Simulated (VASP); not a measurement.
Level of theory: PBE GGA, VASP's PBE PAW potentials (set 64) (plane waves; VASP). Each cell was relaxed at this level, without spin-orbit coupling.

Which of these comes out without a gap?
A. CdF2, Fm-3m (225)
B. Mo3Si, Pm-3n (223)
C. NaH, Fm-3m (225)
D. CuCl, F-43m (216)

B, Mo3Si, Pm-3n (223). The others have gaps of 3.79 eV (NaH, Fm-3m (225)), 2.86 eV (CdF2, Fm-3m (225)), 0.54 eV (CuCl, F-43m (216)).
